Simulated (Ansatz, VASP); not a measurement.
# Cross-check of AlN between VASP and Ansatz, part 2 of 4

Wanted: the spread between two codes on one cell, functional and k mesh. The cell is taken from a series of runs on this material, whose earlier steps may have relaxed, scaled, displaced or heated it; both programs get it as it stands.

VASP 6.6.1 and Ansatz 0.2.0.

So far: The starting structure; Ansatz: zone-centre phonons, PBE, pair 1.

## (3) VASP: zone-centre phonons, PBE, pair 1

Level of this step: PBE; plane waves and PAW (N, Al) (VASP).

The same cell, functional and mesh now go to VASP, with its own data sets.

Lines of VASP's logs that name or quote its potential files are left out, and so is its time.

INCAR reads:

```
SYSTEM = AlN
PREC = Accurate
ENCUT = 600
EDIFF = 1E-08
NELM = 120
ISMEAR = 0
SIGMA = 0.01
LREAL = .FALSE.
ALGO = Normal
GGA = PE
NBANDS = 14
LORBIT = 11
LWAVE = .FALSE.
LCHARG = .FALSE.
ISIF = 2
IBRION = 8
LEPSILON = .TRUE.
LASPH = .TRUE.
GGA_COMPAT = .FALSE.
EFERMI = MIDGAP
KPAR = 2
```

POSCAR reads:

```
AlN
1.0
    3.0903063598      0.0000000000      0.0000000000
   -1.5451531799      2.6762838131      0.0000000000
    0.0000000000      0.0000000000      4.9404339717
N Al
2 2
Direct
    0.3333333333      0.6666666667      0.3811645967
    0.6666666667      0.3333333333      0.8811645967
    0.3333333333      0.6666666667      0.9988354033
    0.6666666667      0.3333333333      0.4988354033
```

KPOINTS reads:

```
Automatic mesh
0
Gamma
9 9 6
0 0 0
```

PAW data sets: N and Al (PBE family, release 64).

Launch:

```sh
$ mpirun -np 2 vasp_std
```

Log:

```text
[banner, memory and clock lines left out]
running    2 mpi-ranks, on    1 nodes
 distrk:  each k-point on    1 cores,    2 groups
 distr:  one band on    1 cores,    1 groups

 POSCAR found type information on POSCAR N Al
 POSCAR found :  2 types and       4 ions
 LDA part: xc-table for (Slater+PW92), standard interpolation
 POSCAR, INCAR and KPOINTS ok, starting setup
 FFT: planning ... GRIDC
 FFT: planning ... GRID_SOFT
 FFT: planning ... GRID
 WAVECAR not read
 entering main loop
       N       E                     dE             d eps       ncg     rms          rms(c)
DAV:   1     0.546291297870E+02    0.54629E+02   -0.80884E+03  1344   0.115E+03
DAV:   2    -0.302987637320E+02   -0.84928E+02   -0.77618E+02  1864   0.226E+02
DAV:   3    -0.345444906521E+02   -0.42457E+01   -0.42271E+01  1806   0.533E+01
DAV:   4    -0.345751218569E+02   -0.30631E-01   -0.30625E-01  1518   0.510E+00
DAV:   5    -0.345755055585E+02   -0.38370E-03   -0.38367E-03  1830   0.568E-01    0.123E+01
DAV:   6    -0.297226630456E+02    0.48528E+01   -0.13170E+01  1728   0.286E+01    0.425E+00
DAV:   7    -0.297529070277E+02   -0.30244E-01   -0.86844E-01  1548   0.675E+00    0.295E+00
DAV:   8    -0.297461846804E+02    0.67223E-02   -0.78250E-02  1596   0.280E+00    0.520E-01
DAV:   9    -0.297401722012E+02    0.60125E-02   -0.20132E-02  1812   0.105E+00    0.244E-01
DAV:  10    -0.297408351096E+02   -0.66291E-03   -0.30118E-03  1566   0.387E-01    0.154E-01
DAV:  11    -0.297406996270E+02    0.13548E-03   -0.36600E-04  1746   0.154E-01    0.339E-02
DAV:  12    -0.297407026542E+02   -0.30273E-05   -0.15696E-05  1650   0.357E-02    0.922E-03
DAV:  13    -0.297407025410E+02    0.11321E-06   -0.73531E-06  1764   0.221E-02    0.619E-03
DAV:  14    -0.297407025009E+02    0.40092E-07   -0.51599E-07  1674   0.630E-03    0.237E-03
DAV:  15    -0.297407025290E+02   -0.28095E-07   -0.11241E-07  1806   0.275E-03    0.291E-04
DAV:  16    -0.297407025192E+02    0.97943E-08   -0.45550E-09  1026   0.588E-04
   1 F= -.29740703E+02 E0= -.29740703E+02  d E =0.000000E+00
 Linear response reoptimize wavefunctions to high precision
DAV:   1    -0.297407025189E+02    0.38176E-09   -0.38409E-10  1290   0.296E-04
DAV:   2    -0.297407025189E+02   -0.19099E-10   -0.22754E-11   942   0.478E-05
 Linear response G [H, r] |phi>, progress :
  Direction:   1
       N       E                     dE             d eps       ncg     rms
RMM:   1    -0.609719762871E+02   -0.60972E+02    0.10657E+02  3267   0.751E+01
RMM:   2    -0.543815262165E+02    0.65905E+01   -0.33066E+00  2272   0.163E+01
RMM:   3    -0.544167482034E+02   -0.35222E-01   -0.49994E-02  2441   0.173E+00
RMM:   4    -0.544175255131E+02   -0.77731E-03   -0.13414E-03  2611   0.247E-01
RMM:   5    -0.544175062904E+02    0.19223E-04   -0.26282E-05  2619   0.385E-02
RMM:   6    -0.544175049243E+02    0.13660E-05    0.17346E-05  2701   0.704E-03
RMM:   7    -0.544175050105E+02   -0.86187E-07    0.17632E-05  2674   0.193E-03
RMM:   8    -0.544175050501E+02   -0.39560E-07    0.17224E-05  2528   0.100E-03
RMM:   9    -0.544175049804E+02    0.69650E-07    0.81397E-06  1992   0.855E-04
RMM:  10    -0.544175049467E+02    0.33761E-07   -0.45696E-05  1852   0.834E-04
RMM:  11    -0.544175051986E+02   -0.25194E-06   -0.11711E-04  1834   0.840E-04
RMM:  12    -0.544175049853E+02    0.21326E-06   -0.14105E-04  1775   0.841E-04
 Linear response G [H, r] |phi>, progress :
  Direction:   2
       N       E                     dE             d eps       ncg     rms
RMM:   1    -0.657246623405E+02   -0.65725E+02    0.27851E+01  3110   0.740E+01
RMM:   2    -0.622325388000E+02    0.34921E+01   -0.27424E+00  2277   0.149E+01
RMM:   3    -0.622727734546E+02   -0.40235E-01   -0.40059E-02  2427   0.159E+00
RMM:   4    -0.622737680225E+02   -0.99457E-03   -0.11749E-03  2592   0.227E-01
RMM:   5    -0.622737573756E+02    0.10647E-04   -0.94951E-05  2618   0.352E-02
RMM:   6    -0.622737545010E+02    0.28746E-05   -0.40337E-05  2701   0.639E-03
RMM:   7    -0.622737533248E+02    0.11761E-05   -0.28580E-05  2688   0.176E-03
RMM:   8    -0.622737533081E+02    0.16713E-07   -0.30747E-05  2490   0.931E-04
RMM:   9    -0.622737534016E+02   -0.93501E-07   -0.47759E-05  1990   0.806E-04
RMM:  10    -0.622737533189E+02    0.82737E-07   -0.90447E-05  1861   0.792E-04
RMM:  11    -0.622737534289E+02   -0.11001E-06   -0.45392E-05  1809   0.792E-04
RMM:  12    -0.622737533501E+02    0.78737E-07   -0.96270E-05  1791   0.790E-04
 Linear response G [H, r] |phi>, progress :
  Direction:   3
       N       E                     dE             d eps       ncg     rms
RMM:   1    -0.668521080329E+02   -0.66852E+02    0.40937E+01  3119   0.741E+01
RMM:   2    -0.582761482406E+02    0.85760E+01   -0.31563E+00  2210   0.157E+01
RMM:   3    -0.583167638525E+02   -0.40616E-01   -0.45182E-02  2402   0.164E+00
RMM:   4    -0.583179650465E+02   -0.12012E-02   -0.91201E-04  2530   0.235E-01
RMM:   5    -0.583179909217E+02   -0.25875E-04   -0.29455E-05  2534   0.375E-02
[...]
RMM:   2    -0.422015253000E+00   -0.92273E-02   -0.44037E-03  2275   0.419E-01
RMM:   3    -0.422079645168E+00   -0.64392E-04   -0.60648E-05  2356   0.437E-02
RMM:   4    -0.422080879465E+00   -0.12343E-05   -0.15371E-06  2453   0.637E-03
RMM:   5    -0.422080906294E+00   -0.26829E-07   -0.80253E-08  2443   0.107E-03
[...]
RMM:   3    -0.417653639615E+00    0.43616E-02   -0.63905E-03  2257   0.525E-01    0.583E-01
RMM:   4    -0.443480491153E+00   -0.25827E-01   -0.97283E-03  2346   0.669E-01    0.879E-02
RMM:   5    -0.447344172671E+00   -0.38637E-02   -0.16649E-04  2405   0.100E-01    0.217E-02
RMM:   6    -0.448194339026E+00   -0.85017E-03   -0.16316E-05  2454   0.291E-02    0.724E-03
RMM:   7    -0.448496831893E+00   -0.30249E-03   -0.18096E-06  2408   0.105E-02    0.101E-03
RMM:   8    -0.448530571851E+00   -0.33740E-04   -0.93042E-08  2528   0.173E-03    0.247E-04
RMM:   9    -0.448531554865E+00   -0.98301E-06   -0.41475E-08  2494   0.596E-04    0.280E-05
RMM:  10    -0.448530386501E+00    0.11684E-05   -0.18524E-08  1897   0.119E-04    0.129E-05
RMM:  11    -0.448530230167E+00    0.15633E-06   -0.33148E-08  1690   0.114E-04    0.325E-06
 change of polarisation eV/A/(eV/A) component  3 :    -0.066    -0.045     0.817
 dielectric tensor                  component  3 :    -0.292    -0.198     4.617
 Linear response DOF=           4
 Linear response progress:
  Degree of freedom:   1/  4
       N       E                     dE             d eps       ncg     rms          rms(c)
RMM:   1    -0.236274941408E+00   -0.23627E+00    0.22781E-01 13850   0.330E+00
RMM:   2    -0.237208624987E+00   -0.93368E-03   -0.38070E-03 10997   0.490E-01    0.186E-01
RMM:   3    -0.238141757377E+00   -0.93313E-03   -0.97479E-04 10452   0.211E-01    0.910E-02
RMM:   4    -0.240134666731E+00   -0.19929E-02   -0.92948E-04 10720   0.194E-01    0.231E-02
RMM:   5    -0.240131960262E+00    0.27065E-05   -0.28149E-05 12425   0.421E-02    0.258E-03
RMM:   6    -0.240168866573E+00   -0.36906E-04   -0.44083E-07 12728   0.483E-03    0.118E-03
RMM:   7    -0.240164822995E+00    0.40436E-05   -0.91107E-09 12809   0.165E-03    0.958E-05
RMM:   8    -0.240164796131E+00    0.26863E-07    0.19082E-07 13243   0.189E-04    0.578E-05
RMM:   9    -0.240164700282E+00    0.95849E-07    0.23082E-08 13018   0.960E-05    0.432E-06
RMM:  10    -0.240164758945E+00   -0.58663E-07    0.55567E-09 13401   0.335E-05    0.241E-06
RMM:  11    -0.240164756557E+00    0.23874E-08   -0.13382E-08 12461   0.275E-05    0.425E-07
 first order change of Fermi-energy  -0.41947E-04
 force on displaced ion       1 direction 1 : -16.905  -0.000  -0.000
 Born effective charge ion    1 direction 1 :  -2.510   0.000  -0.000
 Linear response progress:
  Degree of freedom:   2/  4
       N       E                     dE             d eps       ncg     rms          rms(c)
RMM:   1    -0.253224475331E+00   -0.25322E+00    0.23739E-01  3444   0.329E+00
RMM:   2    -0.252991888761E+00    0.23259E-03   -0.34206E-03  2763   0.481E-01    0.190E-01
RMM:   3    -0.253286048326E+00   -0.29416E-03   -0.19115E-03  2765   0.256E-01    0.865E-02
RMM:   4    -0.254675086708E+00   -0.13890E-02   -0.97492E-04  2924   0.169E-01    0.238E-02
RMM:   5    -0.254844570961E+00   -0.16948E-03   -0.28224E-05  3024   0.377E-02    0.688E-03
RMM:   6    -0.254938682865E+00   -0.94112E-04   -0.32441E-07  3169   0.816E-03    0.264E-03
RMM:   7    -0.254927446610E+00    0.11236E-04    0.12565E-07  3089   0.336E-03    0.620E-04
RMM:   8    -0.254930664948E+00   -0.32183E-05    0.12800E-08  3257   0.733E-04    0.271E-04
RMM:   9    -0.254929704832E+00    0.96012E-06   -0.83041E-08  3153   0.389E-04    0.260E-05
RMM:  10    -0.254929940615E+00   -0.23578E-06   -0.34267E-08  3329   0.699E-05    0.152E-05
RMM:  11    -0.254929990607E+00   -0.49993E-07   -0.14657E-08  3256   0.487E-05    0.521E-06
RMM:  12    -0.254929983437E+00    0.71706E-08   -0.15399E-08  3337   0.342E-05    0.117E-06
 first order change of Fermi-energy   0.86700E+00
 force on displaced ion       1 direction 3 :   0.000   0.000 -20.791
 Born effective charge ion    1 direction 3 :   0.000   0.000  -2.675
 Linear response progress:
  Degree of freedom:   3/  4
       N       E                     dE             d eps       ncg     rms          rms(c)
RMM:   1    -0.648618417511E-02   -0.64862E-02    0.24186E-03 16377   0.804E-01
RMM:   2    -0.589722814974E-02    0.58896E-03   -0.41839E-04 11259   0.174E-01    0.896E-02
RMM:   3    -0.578827353634E-02    0.10895E-03   -0.68711E-05 11934   0.633E-02    0.491E-02
RMM:   4    -0.580759306165E-02   -0.19320E-04   -0.66241E-05 11519   0.625E-02    0.860E-03
RMM:   5    -0.580514821877E-02    0.24448E-05   -0.19893E-07 12178   0.141E-02    0.125E-03
RMM:   6    -0.580465431036E-02    0.49391E-06    0.24563E-07 12628   0.219E-03    0.548E-04
RMM:   7    -0.580273272857E-02    0.19216E-05   -0.18020E-07 12552   0.993E-04    0.507E-05
RMM:   8    -0.580283174922E-02   -0.99021E-07    0.12483E-08 13084   0.129E-04    0.297E-05
RMM:   9    -0.580278392747E-02    0.47822E-07   -0.44217E-08 12783   0.542E-05    0.466E-06
RMM:  10    -0.580278070709E-02    0.32204E-08   -0.92151E-09 13352   0.141E-05    0.282E-06
 first order change of Fermi-energy  -0.50066E-05
 force on displaced ion       3 direction 1 : -16.824  -0.000   0.000
 Born effective charge ion    3 direction 1 :   2.510   0.000   0.000
 Linear response progress:
  Degree of freedom:   4/  4
       N       E                     dE             d eps       ncg     rms          rms(c)
RMM:   1    -0.209295936482E-01   -0.20930E-01   -0.12718E-02  4955   0.130E+00
RMM:   2    -0.117618696686E-01    0.91677E-02   -0.22132E-03  2788   0.405E-01    0.114E-01
RMM:   3    -0.113778377771E-01    0.38403E-03   -0.17237E-04  2937   0.146E-01    0.521E-02
RMM:   4    -0.113303742909E-01    0.47463E-04   -0.25032E-04  3039   0.495E-02    0.260E-02
RMM:   5    -0.113049567115E-01    0.25418E-04   -0.25673E-04  3042   0.402E-02    0.621E-03
RMM:   6    -0.112826041348E-01    0.22353E-04   -0.72479E-05  3107   0.119E-02    0.173E-03
RMM:   7    -0.112769036524E-01    0.57005E-05   -0.13436E-05  3150   0.232E-03    0.424E-04
RMM:   8    -0.112761364427E-01    0.76721E-06   -0.27201E-06  3143   0.805E-04    0.179E-04
RMM:   9    -0.112760711199E-01    0.65323E-07   -0.59755E-07  3167   0.291E-04    0.266E-05
RMM:  10    -0.112759945933E-01    0.76527E-07   -0.56996E-08  3272   0.594E-05    0.119E-05
RMM:  11    -0.112759797035E-01    0.14890E-07    0.74506E-08  3183   0.347E-05    0.248E-06
RMM:  12    -0.112759839739E-01   -0.42704E-08    0.11411E-08  3337   0.131E-05    0.187E-06
 first order change of Fermi-energy  -0.86711E+00
 force on displaced ion       3 direction 3 :   0.000   0.000 -22.107
 Born effective charge ion    3 direction 3 :   0.000   0.000   2.675
 Born effective charges drift removed
 Linear response finished
```

(Continued in part 3 of 4.)

[Lines on the potential files, build, host, timing and source positions are cut from VASP's logs without a mark.]

[Logs are printed without paths, hosts, clocks, repeated set-up lines and the standing remarks that a program may print on its own settings, such as how far it seeks lower states.]

[Hosts, paths, dates, database ids (printed as entryN), source tags and the programs' standing remarks are cut or masked in the printed files.]
